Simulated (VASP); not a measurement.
Level of theory: PBEsol GGA, VASP's PBE PAW potentials (set 64) (plane waves; VASP).

A VASP calculation is set up with these files.

**POSCAR**
```
TaO
2.9060790
  1.0000001411   0.0000000000   0.0000000000
 -0.5000000705   0.8660255281   0.0000000000
  0.0000000000   0.0000000000   2.3351020788
Ta O
2 2
direct
  0.3333330000   0.6666670000   0.0383723554
  0.6666670000   0.3333330000   0.5383723554
  0.3333330000   0.6666670000   0.3366276446
  0.6666670000   0.3333330000   0.8366276446
```

File KPOINTS:
```
Automatic mesh
0
Gamma
14 14 5
0 0 0
```

### INCAR
```
ALGO = Normal
EDIFF = 1E-7
ENCUT = 520
GGA = PS
ISIF = 2
ISMEAR = -5
LASPH = T
LCHARG = T
LEFG = T
LMAXMIX = 6
LORBIT = 11
LREAL = F
LWAVE = F
NEDOS = 601
NELM = 100
PREC = Accurate
SYSTEM = TaO
```

POTCAR, in this order: Ta_pv O (PBE.64 set). Program: vasp_std.

Output of the run:

File OSZICAR:
```
       N       E                     dE             d eps       ncg     rms          rms(c)
DAV:   1     0.303139093145E+03    0.30314E+03   -0.19664E+04  3024   0.169E+03
DAV:   2    -0.289199606367E+02   -0.33206E+03   -0.32444E+03  3568   0.461E+02
DAV:   3    -0.457064281410E+02   -0.16786E+02   -0.16508E+02  3741   0.973E+01
DAV:   4    -0.459942305344E+02   -0.28780E+00   -0.28585E+00  3661   0.128E+01
DAV:   5    -0.460000917488E+02   -0.58612E-02   -0.58596E-02  3893   0.145E+00    0.291E+01
DAV:   6    -0.425740292586E+02    0.34261E+01   -0.22695E+01  3529   0.329E+01    0.142E+01
DAV:   7    -0.423013590152E+02    0.27267E+00   -0.20167E+00  3539   0.105E+01    0.724E+00
DAV:   8    -0.422440556286E+02    0.57303E-01   -0.21203E-01  3861   0.402E+00    0.481E-01
DAV:   9    -0.422418194827E+02    0.22361E-02   -0.29233E-02  3619   0.121E+00    0.281E-01
DAV:  10    -0.422414469198E+02    0.37256E-03   -0.42895E-03  3755   0.563E-01    0.406E-02
DAV:  11    -0.422414035801E+02    0.43340E-04   -0.28027E-04  3778   0.143E-01    0.154E-02
DAV:  12    -0.422414022506E+02    0.13295E-05   -0.11951E-05  3764   0.284E-02    0.339E-03
DAV:  13    -0.422414038356E+02   -0.15850E-05   -0.11222E-06  3643   0.807E-03    0.214E-03
DAV:  14    -0.422414034070E+02    0.42868E-06   -0.34445E-07  3093   0.496E-03    0.332E-04
DAV:  15    -0.422414034896E+02   -0.82689E-07   -0.20622E-08  2427   0.136E-03
   1 F= -.42241403E+02 E0= -.42241403E+02  d E =0.000000E+00
```

OUTCAR:
```
------------------------ aborting loop because EDIFF is reached ----------------------------------------
  FORCE on cell =-STRESS in cart. coord.  units (eV):
  Direction    XX          YY          ZZ          XY          YZ          ZX
  --------------------------------------------------------------------------------------
  Total       -0.0064355     -0.0064355     -0.0829649      0.0000000      0.0000000     -0.0000000
  in kB       -0.2077451     -0.2077451     -2.6782199      0.0000000      0.0000000     -0.0000000
  external PRESSURE =      -1.0312367 kB  Pullay stress =       0.0000000 kB
  volume of cell :       49.63
      direct lattice vectors                 reciprocal lattice vectors
     2.906079410  0.000000000  0.000000000     0.344106220  0.198669818  0.000000000
    -1.453039705  2.516738601  0.000000000     0.000000000  0.397339636  0.000000000
     0.000000000  0.000000000  6.785991114     0.000000000  0.000000000  0.147362409
 POSITION                                       TOTAL-FORCE (eV/Angst)
 -----------------------------------------------------------------------------------
     -0.00000      1.67783      0.26039         0.000000     -0.000000     -0.025674
      1.45304      0.83891      3.65339        -0.000000      0.000000     -0.025674
     -0.00000      1.67783      2.28435         0.000000     -0.000000      0.025674
      1.45304      0.83891      5.67735        -0.000000      0.000000      0.025674
 -----------------------------------------------------------------------------------
    total drift:                               -0.001871      0.001080     -0.000016
  FREE ENERGIE OF THE ION-ELECTRON SYSTEM (eV)
  ---------------------------------------------------
  free  energy   TOTEN  =       -42.2414034896 eV

  energy  without entropy=      -42.2414034896  energy(sigma->0) =      -42.24140349

 total charge

# of ion       s       p       d       tot
------------------------------------------
    1        0.341   6.205   2.368   8.914
    2        0.341   6.205   2.368   8.914
    3        1.555   3.484   0.000   5.039
    4        1.555   3.484   0.000   5.039
--------------------------------------------------
tot          3.793  19.377   4.735  27.906

 Electric field gradients after diagonalization (V/A^2)
 (convention: |V_zz| > |V_xx| > |V_yy|)
----------------------------------------------------------------------
 ion       V_xx      V_yy      V_zz     asymmetry (V_yy - V_xx)/ V_zz
----------------------------------------------------------------------
   1      75.210    75.210  -150.420       0.000
   2      75.210    75.210  -150.420       0.000
   3      -5.812    -5.810    11.623       0.000
   4      -5.812    -5.810    11.623       0.000
```
(Selected blocks of OUTCAR.)

### OUTCAR
```
 val. band max:        6.4245900118   @ k =   0.3571   0.1429   0.2000

 cond. band min:       6.4115936217   @ k =   0.3571   0.2857   0.2000


 Fermi energy:         6.4134817620

 k-point     1 :       0.0000    0.0000    0.0000
  band No.  band energies     occupation
      1     -29.1260      2.00000
      2     -28.8557      2.00000
      3     -28.0067      2.00000
      4     -28.0067      2.00000
      5     -27.9966      2.00000
      6     -27.9966      2.00000
      7     -14.7895      2.00000
      8     -13.6178      2.00000
      9      -2.4486      2.00000
     10      -1.4565      2.00000
     11       1.0202      2.00000
     12       1.0202      2.00000
     13       1.5949      2.00000
     14       1.5949      2.00000
     15       3.1410      2.00000
     16       3.4001      2.00000
     17       6.9286      0.00000
     18       6.9287      0.00000
     19       7.5753      0.00000
     20       7.5753      0.00000
     21       9.4599      0.00000

 k-point     2 :       0.0714   -0.0000    0.0000
  band No.  band energies     occupation
      1     -29.1133      2.00000
      2     -28.8487      2.00000
      3     -28.0626      2.00000
      4     -28.0535      2.00000
      5     -28.0192      2.00000
      6     -28.0085      2.00000
      7     -14.7421      2.00000
      8     -13.6040      2.00000
      9      -2.3279      2.00000
     10      -1.3797      2.00000
     11       0.6857      2.00000
     12       0.9988      2.00000
     13       1.4221      2.00000
     14       1.5995      2.00000
     15       3.4193      2.00000
     16       3.5127      2.00000
     17       6.6597      0.07678
     18       7.0384      0.00000
     19       7.4432      0.00000
     20       7.7243      0.00000
     21       9.0970      0.00000

 k-point     3 :       0.1429   -0.0000    0.0000
  band No.  band energies     occupation
      1     -29.0772      2.00000
      2     -28.8294      2.00000
      3     -28.2169      2.00000
...
```

For a metal the tetrahedron method with Blöchl corrections gives inexact stress and forces. Unless said otherwise, spin-orbit coupling is left out, though it shifts the bands of the heavy elements here.

The structure was generated: TaO was put into the wurtzite type (P6_3mc), which need not be its known phase. It was relaxed first, which changed the volume by -39 %.
